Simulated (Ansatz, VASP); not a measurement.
# In3As in two plane-wave programs, part 2 of 2

One calculation is typed for both programs; each brings its own data sets. How far apart do they land? The cell is generated by rule, not measured, and may not be a known phase. The cell is taken from a series of runs on this material, whose earlier steps may have relaxed, scaled, displaced or heated it; both programs get it as it stands.

VASP 6.6.1 and Ansatz 0.2.0.

So far. Step 2 (VASP: single point, PBEsol, pair 1): The run ends at a pressure of 0.46 GPa, with forces up to 0.63 eV/Å. Step 3 (Ansatz: single point, PBEsol, pair 1): The run ends at a pressure of 0.39 GPa, with forces up to 0.62 eV/Å.

### 5. VASP: single point, PBEsol, pair 2

Level of this step: PBEsol; plane waves and PAW (As, In_d); invented cell (VASP).

With cell and atoms fixed, the geometry can't cause a difference; cores, projectors, grids and the points listed under the comparison can.

Contents of INCAR:

```
SYSTEM = In3As
PREC = Accurate
ENCUT = 500
EDIFF = 1E-06
NELM = 120
ISMEAR = 1
SIGMA = 0.15
LREAL = .FALSE.
ALGO = Normal
GGA = PS
NBANDS = 54
LORBIT = 11
LWAVE = .FALSE.
LCHARG = .FALSE.
ISIF = 2
LASPH = .TRUE.
GGA_COMPAT = .FALSE.
KPAR = 2
```

Contents of POSCAR:

```
In3As
1.0
    0.0000000000      3.6418882994      3.6418882994
   -3.6418882994      3.6418882994      0.0000000000
   -3.6418882994     -3.6418882994      7.2837765988
As In
2 6
Direct
    0.0475591415      0.4762204293      0.4286612877
    0.9524408585      0.0237795707      0.0713387121
    0.7518804723      0.6240597639      0.8721792915
    0.7481195277      0.1259402361      0.3778207083
    0.2481195277      0.8759402361      0.6278207083
    0.2518804723      0.3740597639      0.1221792915
    0.5000000000      0.2500000000      0.7499999999
    0.5000000000      0.7500000000      0.2499999999
```

Contents of KPOINTS:

```
Automatic mesh
0
Gamma
9 9 8
0 0 0
```

PAW data sets: As and In_d (PBE family, release 64).

Launch:

```bash
> mpirun -np 2 vasp_std
```

Numbers of over 12 decimals in the logs are rounded to 6 here.

Log:

```text
[banner, memory and clock lines left out]
running    2 mpi-ranks, on    1 nodes
[...]
[... a notice as in an earlier step ...]

 LDA part: xc-table for (Slater+PW92), standard interpolation
 [... a notice as in an earlier step ...]

 POSCAR, INCAR and KPOINTS ok, starting setup
[...]
entering main loop
       N       E                     dE             d eps       ncg     rms          rms(c)
DAV:   1     0.924051512998E+03    0.92405E+03   -0.39717E+04 20000   0.209E+03
DAV:   2     0.977042428176E+02   -0.82635E+03   -0.81203E+03 19980   0.540E+02
DAV:   3    -0.202060164827E+02   -0.11791E+03   -0.11508E+03 22060   0.216E+02
DAV:   4    -0.276713950896E+02   -0.74654E+01   -0.73719E+01 24154   0.559E+01
[...]
DAV:  11    -0.273191833350E+02    0.38370E-05   -0.34711E-04 24424   0.221E-01    0.272E-02
DAV:  12    -0.273191784118E+02    0.49233E-05   -0.78688E-05 26644   0.774E-02    0.191E-02
DAV:  13    -0.273191781939E+02    0.21783E-06   -0.53512E-06 21768   0.147E-02
   1 F= -.27319178E+02 E0= -.27320350E+02  d E =0.351621E-02
```

Parts of OUTCAR (step 5):

```text
  Total        1.9002995      1.9002995      1.9002995      1.3953234     -1.3953234     -1.3953234
  in kB       15.7576984     15.7576984     15.7576984     11.5703263    -11.5703263    -11.5703263
  external PRESSURE =      15.7576984 kB  Pullay stress =       0.0000000 kB

 POSITION                                       TOTAL-FORCE (eV/Angst)
 -----------------------------------------------------------------------------------
     -3.29548      0.34641      3.29548        -0.603291     -0.603291      0.603291
     -0.34641      3.29548      3.98830         0.603291      0.603291     -0.603291
     -5.44914      1.83464      9.09102         0.094636      0.094636     -0.094636
     -1.83464      1.80725      5.47653        -0.786501     -0.786501      0.786501
     -5.47653      1.80725      5.47653        -0.094636     -0.094636      0.094636
     -1.80725      1.83464      1.80725         0.786501      0.786501     -0.786501
     -3.64189      0.00000      7.28378        -0.000000      0.000000      0.000000
     -3.64189      3.64189      3.64189        -0.000000      0.000000      0.000000
 -----------------------------------------------------------------------------------
    total drift:                                0.000000     -0.000000      0.000000

  FREE ENERGIE OF THE ION-ELECTRON SYSTEM (eV)
  ---------------------------------------------------
  free  energy   TOTEN  =       -27.3191781939 eV

  energy  without entropy=      -27.3226943997  energy(sigma->0) =      -27.32035026

[... 2 parts as in an earlier step ...]

[... 1 further part left out ...]
[key lines of the parts left out:]
E-fermi :   7.1819
```

The run ends at a pressure of 1.58 GPa, with forces up to 1.4 eV/Å.

### 6. Ansatz: single point, PBEsol, pair 2

The same cell, functional, mesh and smearing now go to Ansatz, which takes its cutoff from its data sets.

The cell is taken from a series of runs on this material, whose earlier steps may have relaxed, scaled, displaced or heated it; both programs get it as it stands.

Contents of input.yaml:

```yaml
crystal:
  lattice:
    - [0.0, 3.6418882994, 3.6418882994]
    - [-3.6418882994, 3.6418882994, 0.0]
    - [-3.6418882994, -3.6418882994, 7.2837765988]
  atoms:
    - { symbol: As, position: [0.0475591414, 0.4762204293, 0.4286612878] }
    - { symbol: As, position: [-0.0475591414, 0.0237795707, 0.0713387122] }
    - { symbol: In, position: [0.7518804723, 0.6240597639, 0.8721792916] }
    - { symbol: In, position: [0.7481195277, 0.1259402361, 0.3778207084] }
    - { symbol: In, position: [0.2481195277, 0.8759402361, 0.6278207084] }
    - { symbol: In, position: [0.2518804723, 0.3740597639, 0.1221792916] }
    - { symbol: In, position: [0.5, 0.25, 0.75] }
    - { symbol: In, position: [0.5, 0.75, 0.25] }
kpoints:
  mp_grid: { grid: [9, 9, 8] }
hamiltonian:
  xc: pbesol
scf:
  occupations: { method: methfessel_paxton, width: 0.15 }
output:
  forces: true
  stress: true
  eigenvalues: true
```

Launch:

```bash
> ansatz run input.yaml --threads 4 --pin off --max-ram 7168MiB --backend cpu --events-out ev --progress --plain --runs-dir out
```

Log:

```text
[...]
Crystal: 8 atoms, lattice volume = 193.215 Å³
Basis set: ecut = 420 eV, 3809 PW (Γ), exchange–correlation on 72×72×120 points (8 copies of the dense FFT grid, shifted against one another)
Bands: 65, of which v1, the nominal top of the filled ones, is band 54 counted from 1 (53 counted from 0)
Symmetry: 4 space group operations
k-points: 185 of 648
[...]
k-point 0: bands = [... 50 lower, 8.6480, 9.5909, 9.7020, 9.7023, 9.8571, 10.7626, 10.7631, 11.1275, ... 7 higher]
  k-point 1: bands = [... 50 lower, 8.6265, 9.3330, 9.7438, 9.7441, 10.1614, 10.6165, 10.7874, 10.7877, ... 7 higher]
  k-point 2: bands = [... 50 lower, 8.5760, 9.3035, 9.8449, 9.8654, 9.8657, 10.5644, 10.7736, 10.7737, ... 7 higher]
  k-point 184: bands = [... 50 lower, 9.0357, 9.1300, 9.4083, 10.6045, 11.4470, 11.8556, 12.3619, 12.8783, ... 7 higher]
[key lines of the parts left out:]
SCF converged after 7 iterations
Free energy (F): -42777.689430 eV
Fermi energy:    10.579754 eV
P = ⅓ Tr σ = 1.4907 GPa (14.907 kbar)
```

The run ends at a pressure of 1.49 GPa, with forces up to 1.3 eV/Å.

### 7. Differences

What differs besides the data sets and the points named for the pairs above, as far as they apply: the data sets hold 108 valence electrons in Ansatz (on its default PAW (the set named soft_2) files) and 88 in VASP. Total energies have different zeros and are not compared.

Both answers:

```csv
quantity,Ansatz,VASP,difference
pressure (GPa),1.49,1.58,-0.09
```

Forces (eV/Å; atoms numbered as in POSCAR):

```csv
atom,"Ansatz x, y, z","VASP x, y, z"
As1,"-0.591, -0.591, 0.590","-0.603, -0.603, 0.603"
As2,"0.591, 0.591, -0.590","0.603, 0.603, -0.603"
In3,"0.092, 0.092, -0.098","0.095, 0.095, -0.095"
In4,"-0.778, -0.778, 0.777","-0.787, -0.787, 0.787"
In5,"-0.092, -0.092, 0.098","-0.095, -0.095, 0.095"
In6,"0.778, 0.778, -0.777","0.787, 0.787, -0.787"
In7,"0.000, 0.000, 0.000","0.000, 0.000, 0.000"
In8,"0.000, 0.000, 0.000","0.000, 0.000, 0.000"
```

The forces differ by 7.8 meV/Å r.m.s., which is 1.6 % of the r.m.s. force of 0.498 eV/Å (both taken over all components).

### 8. Results

```
r.m.s. force difference (single point, PBEsol, pair 1) : 4.8 meV/Å
r.m.s. force difference (single point, PBEsol, pair 2) : 1.6 % of the r.m.s. force
```

What this shows: The r.m.s. force difference is 1.6 % of the r.m.s. force (single point, PBEsol, pair 2), within the 3 % picked in this series as the mark of a large difference. The data sets hold unlike numbers of valence electrons (108 in Ansatz and 88 in VASP), so part of the differences comes from the potentials. Such differences can come from data sets, numerical settings and the points named under the comparisons, not from the functional's error against experiment.

[Lines on the potential files, build, host, timing and source positions are cut from VASP's logs without a mark.]

[Logs are printed without paths, hosts, clocks, repeated set-up lines and the standing remarks that a program may print on its own settings, such as how far it seeks lower states.]

[Hosts, paths, dates, database ids (printed as entryN), source tags and the programs' standing remarks are cut or masked in the printed files.]
